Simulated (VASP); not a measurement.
An input for Ansatz (written as the equivalent of a VASP run, and not itself run):

Ansatz 0.2 input:
```yaml
crystal:
  lattice:
    - [2.3122900, -3.8748769, 0.0000000]
    - [2.3122900, 3.8748769, 0.0000000]
    - [0.0000000, 0.0000000, 4.5828087]
  atoms:
    - { symbol: Ga, position: [0.1556219, 0.8443781, 0.9192570] }
    - { symbol: Ga, position: [0.3443781, 0.6556219, 0.4192570] }
    - { symbol: Ga, position: [0.6556219, 0.3443781, 0.5807430] }
    - { symbol: Ga, position: [0.8443781, 0.1556219, 0.0807430] }
kpoints:
  mp_grid: { grid: [7, 7, 6] }
hamiltonian:
  xc: pbe
  pseudopotentials: { kind: paw }
scf:
  occupations: { method: methfessel_paxton, width: 0.1 }
  max_iter: 100
relax:
  max_steps: 60
  f_tol: 0.02
  cell: {}
output: { forces: true, stress: true, eigenvalues: true }
```

Write the VASP files for the same calculation (PBE).

This is not unique; one that fits is 
**KPOINTS**
```
Automatic
0
Gamma
  7 7 6
0 0 0
```

POSCAR:
```
Ga
1
    2.3122899607    -3.8748768795    -0.0000000000
    2.3122899607     3.8748768795     0.0000000000
    0.0000000000     0.0000000000     4.5828087027
Ga
4
Direct
  0.1556219294   0.8443780706   0.9192570417
  0.3443780706   0.6556219294   0.4192570417
  0.6556219294   0.3443780706   0.5807429583
  0.8443780706   0.1556219294   0.0807429583
```

### INCAR
```
SYSTEM  =  Ga
NSW  =  60   ! most ionic steps
PREC  =  Accurate
ENCUT  =  480   ! plane-wave cut-off (eV)
NELM  =  100
LCHARG  =  .FALSE.
GGA  =  PE
IBRION  =  2
ISIF  =  3   ! ions, shape and volume
LASPH  =  .TRUE.   ! aspherical one-centre terms
EDIFFG  =  -0.02
ISMEAR  =  1   ! Methfessel-Paxton
LMAXMIX  =  4
LWAVE  =  .FALSE.
SIGMA  =  0.1   ! width (eV)
EDIFF  =  1E-6   ! SCF stop (eV)
LREAL  =  .FALSE.   ! projection in real space or not
ALGO  =  Normal   ! blocked Davidson
```

POTCAR, in this order: Ga (PBE.64 set). Program: vasp_std.

The two are equivalent in intent, not identical: each code has its own PAW files, so the cut-off isn't converted (ENCUT is set for VASP's; basis.ecutwfc is left out, and Ansatz then takes the one that its files recommend); Ansatz stops its SCF on the density residual and VASP on the energy change (EDIFF).

The compound is Ga in the alpha structure. This run relaxes it. Symmetry was kept, so distortions that lower it aren't found. The start is the result of an earlier pass.
